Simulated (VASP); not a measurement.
Computed with PBEsol GGA, VASP's PBE PAW potentials (set 64) (plane waves; VASP).

The input files of a VASP run:

File POSCAR:
```
PbTe
1
    0.0000000000     3.2206376903     3.2206376903
    3.2206376903    -0.0000000000     3.2206376903
    3.2206376903     3.2206376903     0.0000000000
Te Pb
1 1
Direct
  0.5000000000   0.5000000000   0.5000000000
  0.0000000000   0.0000000000   0.0000000000
```

### KPOINTS
```
Automatic
0
G
 13 13 13
0 0 0
```

INCAR:
```
ALGO = Normal
EDIFF = 1E-8
ENCUT = 400
GGA = PS
IBRION = 8
ISMEAR = 0
LASPH = .TRUE.
LCHARG = .FALSE.
LEPSILON = .TRUE.
LMAXMIX = 4
LREAL = .FALSE.
LWAVE = .FALSE.
NELM = 100
NSW = 1
PREC = Accurate
SIGMA = 0.01
SYSTEM = PbTe
```

POTCAR, in this order: Te Pb_d (PBE.64 set). Program: vasp_std.

Output of the run:

File OUTCAR:
```


 HEAD OF MICROSCOPIC STATIC DIELECTRIC TENSOR (INDEPENDENT PARTICLE, excluding Hartree and local field effects)
 ------------------------------------------------------
          31.327373     0.000000     0.000000
           0.000000    31.327373     0.000000
           0.000000    -0.000000    31.327373
 ------------------------------------------------------

 MACROSCOPIC STATIC DIELECTRIC TENSOR (including local field effects in DFT)
 ------------------------------------------------------
          30.394419     0.000000     0.000000
           0.000000    30.394419    -0.000000
           0.000000     0.000000    30.394419
 ------------------------------------------------------

 PIEZOELECTRIC TENSOR (including local field effects)  for field in x, y, z        (e  Angst)
          XX          YY          ZZ          XY          YZ          ZX
  --------------------------------------------------------------------------------
  x     0.00000     0.00000     0.00000     0.00000     0.00000     0.00000
  y     0.00000     0.00000     0.00000     0.00000     0.00000     0.00000
  z     0.00000     0.00000     0.00000     0.00000     0.00000     0.00000

 PIEZOELECTRIC TENSOR (including local field effects)  for field in x, y, z        (C/m^2)
          XX          YY          ZZ          XY          YZ          ZX
  --------------------------------------------------------------------------------
  x     0.00000     0.00000     0.00000     0.00000     0.00000     0.00000
  y     0.00000     0.00000     0.00000     0.00000     0.00000     0.00000
  z     0.00000     0.00000     0.00000     0.00000     0.00000     0.00000

 BORN EFFECTIVE CHARGES (including local field effects) (in |e|, cummulative output)
 ---------------------------------------------------------------------------------
 ion    1
    1    -5.86473     0.00000     0.00000
    2     0.00000    -5.86473     0.00000
    3     0.00000     0.00000    -5.86473
 ion    2
    1     5.86473     0.00000     0.00000
    2     0.00000     5.86473     0.00000
    3     0.00000     0.00000     5.86473
```
(Selected blocks of OUTCAR.)

The dielectric response may not be converged in the k-mesh; for small gaps it tends to come out too large.

The compound is PbTe in the rock salt structure. It was relaxed first.
